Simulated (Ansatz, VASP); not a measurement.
# Cross-check of CdAgCl3 between VASP and Ansatz, part 2 of 3

One calculation is typed for both programs; each brings its own data sets. How far apart do they land? The cell is generated by rule, not measured, and may not be a known phase. The cell is taken from a series of runs on this material, whose earlier steps may have relaxed, scaled, displaced or heated it; both programs get it as it stands.

VASP 6.6.1 and Ansatz 0.2.0.

So far: Set-up; VASP: zone-centre phonons, PBEsol.

## (2) VASP: zone-centre phonons, PBEsol (continued)

Level of this step: PBEsol; plane waves and PAW (Ag, Cd, Cl); invented cell (VASP).

OUTCAR, selected parts (step 2):

```text
ion  position               nearest neighbor table
   1  0.000  0.128  0.128-   5 2.56   4 2.94   3 2.94   3 2.94   4 2.94   2 3.51   2 3.51
   2  0.500  0.462  0.462-   5 2.49   5 2.49   3 2.57   4 2.57   4 2.76   3 2.76   1 3.51   1 3.51

  LATTYP: Found a base centered orthorhombic cell.
 ALAT       =     7.3597368142
 B/A-ratio  =     1.0110383186
 C/A-ratio  =     0.6757086716

 Subroutine GETGRP returns: Found  4 space group operations
 (whereof  4 operations were pure point group operations)

The static configuration has the point symmetry C_2v.

 Found     52 irreducible k-points:

   k-points           NKPTS =     52   k-points in BZ     NKDIM =     52   number of bands    NBANDS=     28

   dimension x,y,z NGX =    36 NGY =   40 NGZ =   40
   dimension x,y,z NGXF=    72 NGYF=   80 NGZF=   80

   ENCUT  =  500.0 eV  36.75 Ry    6.06 a.u.   9.07  9.54  9.54*2*pi/ulx,y,z

   NELECT =      44.0000    total number of electrons

 k-points in reciprocal lattice and weights: Automatic mesh
   0.00000000  0.00000000  0.00000000       0.005
   0.16666667  0.00000000  0.00000000       0.009
   0.33333333  0.00000000  0.00000000       0.009
   0.50000000  0.00000000  0.00000000       0.005
   0.00000000  0.16666667 -0.00000000       0.019
   0.16666667  0.16666667 -0.00000000       0.037
   0.33333333  0.16666667 -0.00000000       0.037
   0.50000000  0.16666667 -0.00000000       0.019
   0.00000000  0.33333333  0.00000000       0.019
[...]
0.33333333  0.50000000  0.50000000       0.009
   0.50000000  0.50000000  0.50000000       0.005

 average (electrostatic) potential at core
       1 -75.9552       2 -39.8662       3 -93.9553       4 -93.9553       5 -94.4346

 Eigenvectors and eigenvalues of the dynamical matrix
 ----------------------------------------------------

   1 f  =    9.580082 THz    60.193433 2PiTHz  319.557149 cm-1    39.620019 meV
             X         Y         Z           dx          dy          dz
      0.000000  0.000000  0.955512    -0.015873    0.000000    0.000000
      2.486519  0.000000  3.435425     0.416947    0.000000    0.000000
      2.486519 -2.122277  4.879252     0.092333   -0.000000   -0.000000
      2.486519  2.122277  4.879252     0.092333   -0.000000   -0.000000
      0.000000  0.000000  3.510602    -0.899362   -0.000000    0.000000

   2 f  =    7.721882 THz    48.518016 2PiTHz  257.574258 cm-1    31.935124 meV
             X         Y         Z           dx          dy          dz
      0.000000  0.000000  0.955512     0.000000   -0.000000   -0.073133
      2.486519  0.000000  3.435425    -0.000000    0.000000    0.200820
      2.486519 -2.122277  4.879252    -0.000000    0.627508   -0.234277
      2.486519  2.122277  4.879252    -0.000000   -0.627508   -0.234277
      0.000000  0.000000  3.510602     0.000000   -0.000000    0.238788

   3 f  =    6.441073 THz    40.470457 2PiTHz  214.851076 cm-1    26.638126 meV
             X         Y         Z           dx          dy          dz
      0.000000  0.000000  0.955512    -0.000000   -0.013404    0.000000
      2.486519  0.000000  3.435425     0.000000   -0.354534    0.000000
      2.486519 -2.122277  4.879252     0.000000    0.432028   -0.478090
      2.486519  2.122277  4.879252    -0.000000    0.432028    0.478090
      0.000000  0.000000  3.510602    -0.000000   -0.209019    0.000000

   4 f  =    4.794980 THz    30.127745 2PiTHz  159.943303 cm-1    19.830433 meV
             X         Y         Z           dx          dy          dz
      0.000000  0.000000  0.955512     0.000000   -0.000000    0.508879
      2.486519  0.000000  3.435425    -0.000000   -0.000000   -0.026595
      2.486519 -2.122277  4.879252    -0.000000    0.185584   -0.011262
      2.486519  2.122277  4.879252    -0.000000   -0.185584   -0.011262
      0.000000  0.000000  3.510602     0.000000   -0.000000   -0.819267

   5 f  =    2.908805 THz    18.276558 2PiTHz   97.027274 cm-1    12.029843 meV
             X         Y         Z           dx          dy          dz
      0.000000  0.000000  0.955512     0.000000    0.000000    0.283416
      2.486519  0.000000  3.435425    -0.000000   -0.000000    0.338595
      2.486519 -2.122277  4.879252     0.000000   -0.264077   -0.575242
      2.486519  2.122277  4.879252     0.000000    0.264077   -0.575242
      0.000000  0.000000  3.510602    -0.000000   -0.000000    0.061224

   6 f  =    2.594004 THz    16.298608 2PiTHz   86.526662 cm-1    10.727934 meV
             X         Y         Z           dx          dy          dz
      0.000000  0.000000  0.955512    -0.063756    0.000000   -0.000000
      2.486519  0.000000  3.435425     0.595682   -0.000000    0.000000
      2.486519 -2.122277  4.879252    -0.554244    0.000000    0.000000
      2.486519  2.122277  4.879252    -0.554244    0.000000   -0.000000
      0.000000  0.000000  3.510602     0.163482   -0.000000    0.000000

   7 f  =    2.108219 THz    13.246329 2PiTHz   70.322610 cm-1     8.718888 meV
             X         Y         Z           dx          dy          dz
      0.000000  0.000000  0.955512    -0.000000   -0.184434    0.000000
      2.486519  0.000000  3.435425     0.000000    0.539151   -0.000000
      2.486519 -2.122277  4.879252    -0.000000   -0.317877   -0.486385
      2.486519  2.122277  4.879252    -0.000000   -0.317877    0.486385
      0.000000  0.000000  3.510602     0.000000    0.008292   -0.000000

   8 f  =    0.874771 THz     5.496351 2PiTHz   29.179232 cm-1     3.617762 meV
             X         Y         Z           dx          dy          dz
      0.000000  0.000000  0.955512    -0.000000   -0.000000    0.554232
      2.486519  0.000000  3.435425    -0.000000   -0.000000   -0.724270
      2.486519 -2.122277  4.879252    -0.000000    0.045296   -0.076644
      2.486519  2.122277  4.879252    -0.000000   -0.045296   -0.076644
      0.000000  0.000000  3.510602    -0.000000   -0.000000    0.390395

   9 f  =    0.044845 THz     0.281770 2PiTHz    1.495869 cm-1     0.185464 meV
             X         Y         Z           dx          dy          dz
      0.000000  0.000000  0.955512    -0.000000    0.523404    0.000000
      2.486519  0.000000  3.435425    -0.000000    0.622366    0.000000
      2.486519 -2.122277  4.879252    -0.000000    0.353876    0.016955
      2.486519  2.122277  4.879252    -0.000000    0.353876   -0.016955
      0.000000  0.000000  3.510602    -0.000000    0.296104    0.000000

  10 f  =    0.020348 THz     0.127849 2PiTHz    0.678732 cm-1     0.084152 meV
             X         Y         Z           dx          dy          dz
      0.000000  0.000000  0.955512     0.593699    0.000000   -0.000000
      2.486519  0.000000  3.435425     0.577209    0.000000   -0.000000
      2.486519 -2.122277  4.879252     0.323759    0.000000   -0.000000
      2.486519  2.122277  4.879252     0.323759    0.000000   -0.000000
      0.000000  0.000000  3.510602     0.323594    0.000000   -0.000000

  11 f/i=    0.026027 THz     0.163535 2PiTHz    0.868180 cm-1     0.107641 meV
             X         Y         Z           dx          dy          dz
      0.000000  0.000000  0.955512    -0.000000    0.000000   -0.590081
      2.486519  0.000000  3.435425    -0.000000    0.000000   -0.565465
      2.486519 -2.122277  4.879252    -0.000000   -0.002018   -0.328953
      2.486519  2.122277  4.879252    -0.000000    0.002018   -0.328953
      0.000000  0.000000  3.510602    -0.000000    0.000000   -0.340037

  12 f/i=    0.523993 THz     3.292344 2PiTHz   17.478519 cm-1     2.167059 meV
             X         Y         Z           dx          dy          dz
      0.000000  0.000000  0.955512    -0.000000    0.703113    0.000000
      2.486519  0.000000  3.435425     0.000000   -0.419214    0.000000
      2.486519 -2.122277  4.879252    -0.000000   -0.280332   -0.179640
      2.486519  2.122277  4.879252     0.000000   -0.280332    0.179640
      0.000000  0.000000  3.510602     0.000000    0.328904    0.000000

  13 f/i=    0.884112 THz     5.555038 2PiTHz   29.490795 cm-1     3.656391 meV
             X         Y         Z           dx          dy          dz
      0.000000  0.000000  0.955512     0.802001   -0.000000   -0.000000
      2.486519  0.000000  3.435425    -0.371684   -0.000000   -0.000000
      2.486519 -2.122277  4.879252    -0.281902   -0.000000   -0.000000
      2.486519  2.122277  4.879252    -0.281902   -0.000000    0.000000
      0.000000  0.000000  3.510602    -0.244351    0.000000   -0.000000

  14 f/i=    1.731874 THz    10.881687 2PiTHz   57.769105 cm-1     7.162453 meV
             X         Y         Z           dx          dy          dz
      0.000000  0.000000  0.955512    -0.000000   -0.444393    0.000000
      2.486519  0.000000  3.435425     0.000000   -0.143324   -0.000000
      2.486519 -2.122277  4.879252    -0.000000    0.092151   -0.047973
      2.486519  2.122277  4.879252     0.000000    0.092151    0.047973
      0.000000  0.000000  3.510602     0.000000    0.872001    0.000000

  15 f/i=    1.925235 THz    12.096611 2PiTHz   64.218940 cm-1     7.962130 meV
             X         Y         Z           dx          dy          dz
      0.000000  0.000000  0.955512    -0.000000    0.000000    0.000000
      2.486519  0.000000  3.435425    -0.000000    0.000000    0.000000
      2.486519 -2.122277  4.879252    -0.707107    0.000000    0.000000
      2.486519  2.122277  4.879252     0.707107    0.000000   -0.000000
      0.000000  0.000000  3.510602    -0.000000   -0.000000    0.000000

 MACROSCOPIC STATIC DIELECTRIC TENSOR IONIC CONTRIBUTION
 ------------------------------------------------------
           3.184997    -0.000000     0.000000
          -0.000000     3.166870     0.000000
           0.000000     0.000000    12.410909
 ------------------------------------------------------

 ELASTIC MODULI CONTR FROM IONIC RELAXATION (kBar)
 Direction    XX          YY          ZZ          XY          YZ          ZX
 --------------------------------------------------------------------------------
 XX        -121.0735    -16.1398   -179.5880      0.0000     -0.0000      0.0000
 YY         -16.1398   -138.8935     28.2024      0.0000     -0.0000      0.0000
 ZZ        -179.5880     28.2024   -293.1144      0.0000      0.0000      0.0000
 XY           0.0000      0.0000      0.0000      0.0000     -0.0000     -0.0000
 YZ           0.0000     -0.0000      0.0000     -0.0000   -169.7822     -0.0000
 ZX           0.0000      0.0000      0.0000     -0.0000     -0.0000     -0.2666
 --------------------------------------------------------------------------------

 PIEZOELECTRIC TENSOR IONIC CONTR  for field in x, y, z        (C/m^2)
          XX          YY          ZZ          XY          YZ          ZX
  --------------------------------------------------------------------------------
  x     0.00000     0.00000     0.00000     0.00000     0.00000     0.00586
  y     0.00000     0.00000     0.00000     0.00000     0.67767     0.00000
  z     0.69340     0.90766     0.60371    -0.00000     0.00000    -0.00000
```

(Part 2 of 3 ends here.)

[Lines on the potential files, build, host, timing and source positions are cut from VASP's logs without a mark.]

[Logs are printed without paths, hosts, clocks, repeated set-up lines and the standing remarks that a program may print on its own settings, such as how far it seeks lower states.]

[Hosts, paths, dates, database ids (printed as entryN), source tags and the programs' standing remarks are cut or masked in the printed files.]
